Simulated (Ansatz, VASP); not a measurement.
# Cross-check of SbP between VASP and Ansatz, part 2 of 2

Aim: how closely do two programs agree when they are given the same cell, functional and k mesh? Of the first pair: The structure shown is the start of the Ansatz relaxation below; VASP solves that cell, so the two are compared at the walk's first step.

VASP 6.6.1 and Ansatz 0.2.0.

So far. Step 4 (Comparison): The forces differ by 48 meV/Å r.m.s., which is 32.4 % of the r.m.s. force of 0.147 eV/Å (both taken over all components). With vacuum in the cell, a pressure given here is an average over mostly empty space and none of the material.

## (5) What the set-up changes

Further runs change the set-up of one program: Ansatz's method, potentials or start, or VASP's data sets, cutoff or form of LDA. The table gives that difference for each run.

```csv
run,r.m.s. force difference (meV/Å)
as above,48
VASP with the data sets Sb_d_GW and P,1.9
```

## (6) Ansatz: relaxation, LDA

This run makes the geometry at which the two programs are then compared.

The structure compared here is the end of the Ansatz relaxation.

Contents of input.yaml:

```yaml
crystal:
  lattice:
    - [3.8952475279, 0.0, 0.0]
    - [1.9476237639, 3.3733833132, 0.0]
    - [0.0, 0.0, 17.39222307]
  atoms:
    - { symbol: Sb, position: [0.6666666667, 0.6666666667, 0.53834886] }
    - { symbol: P, position: [0.0, 0.0, 0.46165114] }
  periodic: [true, true, false]
kpoints:
  mp_grid: { grid: [7, 7, 1] }
scf:
  occupations: { method: fermi_dirac, width: 0.05 }
hamiltonian:
  xc: lda
output:
  forces: true
  stress: true
relax:
  f_tol: 0.02
  max_steps: 50
  cell: {}
```

The run is started by

```sh
$ ansatz run input.yaml --threads 1 --pin off --max-ram 4096MiB --backend cpu --events-out ev --progress --plain --runs-dir out
```

Numbers of over 12 decimals in the logs are rounded to 6 here.

Log:

```text
[...]
Crystal: 2 atoms, lattice volume = 347.792 Å³
Basis set: ecut = 420 eV, 6893 PW (Γ)
Bands: 14, of which v1, the nominal top of the filled ones, is band 10 counted from 1 (9 counted from 0)
Symmetry: 6 space group operations
[...]
k-points: 8 of 49 (time reversal used)
[...]
0.000000      -0.000000      -0.000000
  P = ½ c Tr σ = -0.0099 N/m
--- Relaxed structure (5 steps of the walk, 5 accepted, 1 SCFs on fresh bases) ---
[...]
cell:  # Å, volume = 305.0504 Å³
    - [3.648051, 2.7035555478482426e-11, 0]
    - [1.824025, 3.159305, 0]
    - [0, 0, 26.467888]
  atoms:
    - { symbol: Sb, position: [0.666667, 0.666667, 0.355536] }
    - { symbol: P, position: [2.589854667985386e-19, -5.179709335904291e-19, 0.301570] }
[key lines of the parts left out:]
SCF converged after 6 iterations
Free energy (F): -7061.218789 eV
Fermi energy:    -4.883022 eV
```

## (7) VASP: single point, LDA, relaxed cell, pair 2

The same cell, functional (in two slightly different forms), mesh and smearing now go to VASP, with its own data sets.

Contents of INCAR:

```
SYSTEM = SbP
PREC = Accurate
ENCUT = 400
EDIFF = 1E-06
NELM = 120
ISMEAR = -1
SIGMA = 0.05
LREAL = .FALSE.
ALGO = Normal
GGA = CA
NBANDS = 11
LORBIT = 11
LWAVE = .FALSE.
LCHARG = .FALSE.
ISIF = 2
LDIPOL = .TRUE.
IDIPOL = 3
DIPOL = 0.5 0.5 0.329
LVHAR = .TRUE.
LASPH = .TRUE.
GGA_COMPAT = .FALSE.
EFERMI = MIDGAP
NELMDL = -8
```

Contents of POSCAR:

```
SbP
1.0
    3.6480507267      0.0000000000      0.0000000000
    1.8240253634      3.1593046037      0.0000000000
    0.0000000000      0.0000000000     26.4678877104
Sb P
1 1
Direct
    0.6666666667      0.6666666667      0.3555364446
    0.0000000000      0.0000000000      0.3015701315
```

Contents of KPOINTS:

```
Automatic mesh
0
Gamma
7 7 1
0 0 0
```

The projector-augmented-wave data sets are Sb and P (LDA family, release 64).

The run is started by

```sh
$ mpirun -np 1 vasp_std
```

Log:

```text
[... set-up lines as in an earlier step ...]
 entering main loop
       N       E                     dE             d eps       ncg     rms          rms(c)
DAV:   1     0.560240234346E+02    0.56024E+02   -0.24393E+03   176   0.472E+02
DAV:   2    -0.375906387367E+01   -0.59783E+02   -0.54313E+02   254   0.916E+01
DAV:   3    -0.104431521651E+02   -0.66841E+01   -0.66606E+01   266   0.394E+01
DAV:   4    -0.105286622288E+02   -0.85510E-01   -0.85458E-01   234   0.561E+00
[...]
DAV:  22    -0.102634111876E+02   -0.16317E-05   -0.42798E-08   225   0.849E-04    0.123E-03
DAV:  23    -0.102634152336E+02   -0.40459E-05   -0.99236E-08   213   0.738E-04    0.164E-04
DAV:  24    -0.102634160881E+02   -0.85450E-06   -0.81369E-09   190   0.251E-04
   1 F= -.10263416E+02 E0= -.10263416E+02  d E =-.196817E-07
```

Parts of OUTCAR (step 7):

```text
  Total        0.0776303      0.0776303      0.1462585      0.0000000     -0.0000000      0.0000000
  in kB        0.4077276      0.4077276      0.7681748      0.0000000     -0.0000000      0.0000000
  external PRESSURE =       0.5278766 kB  Pullay stress =       0.0000000 kB

 POSITION                                       TOTAL-FORCE (eV/Angst)
 -----------------------------------------------------------------------------------
      3.64805      2.10620      9.41030        -0.000000      0.000000      0.104494
      0.00000      0.00000      7.98192         0.000000     -0.000000     -0.104494
 -----------------------------------------------------------------------------------
    total drift:                               -0.000000     -0.000000      0.000128

  FREE ENERGIE OF THE ION-ELECTRON SYSTEM (eV)
  ---------------------------------------------------
  free  energy   TOTEN  =       -10.2634160881 eV

  energy  without entropy=      -10.2634160684  energy(sigma->0) =      -10.26341608

[... 1 part as in an earlier step ...]

[... 2 further parts left out ...]
[key lines of the parts left out:]
E-fermi :  -3.0494
```

## (8) Comparison

What differs besides the data sets and the points named for the pairs above, as far as they apply: the data sets hold 20 valence electrons in Ansatz (on its default PAW (the set named soft_2) files) and 10 in VASP. Total energies have different zeros and are not compared.

The two programs side by side:

```csv
quantity,Ansatz,VASP,difference
gap on the k mesh (eV),1.631,1.648,-0.017
```

Forces (eV/Å; atoms numbered as in POSCAR):

```csv
atom,"Ansatz x, y, z","VASP x, y, z"
Sb1,"0.000, 0.000, 0.002","0.000, 0.000, 0.104"
P2,"0.000, 0.000, -0.001","0.000, 0.000, -0.104"
```

The forces differ by 59 meV/Å r.m.s., where the r.m.s. force is 0.001 eV/Å in Ansatz and 0.060 eV/Å in VASP: the atoms lie near their places of rest in Ansatz, so a percentage would say little (all taken over all components). A gap on the mesh is an upper bound, since the band edges may lie between its points. With vacuum in the cell, a pressure given here is an average over mostly empty space and none of the material.

## (9) Outcome

| Item | Value |
| --- | --- |
| r.m.s. force difference (single point, LDA, start cell, pair 1) | 48 meV/Å |
| r.m.s. force difference (single point, LDA, relaxed cell, pair 2) | 59 meV/Å |

What this shows: The r.m.s. force difference is 59 meV/Å (single point, LDA, relaxed cell, pair 2), beyond the 12 meV/Å picked in this series as the mark of a large difference. The data sets hold unlike numbers of valence electrons (20 in Ansatz and 10 in VASP), so part of the differences comes from the potentials. Single point, LDA, start cell, pair 1, VASP with the data sets Sb_d_GW and P: r.m.s. force difference goes from 48 to 1.9 meV/Å. What causes the difference of the single point, LDA, relaxed cell, pair 2 pair stays open here. How closely two codes agree says nothing of how well the functional describes the real material.

[Lines on the potential files, build, host, timing and source positions are cut from VASP's logs without a mark.]

[Logs are printed without paths, hosts, clocks, repeated set-up lines and the standing remarks that a program may print on its own settings, such as how far it seeks lower states.]

[Hosts, paths, dates, database ids (printed as entryN), source tags and the programs' standing remarks are cut or masked in the printed files.]
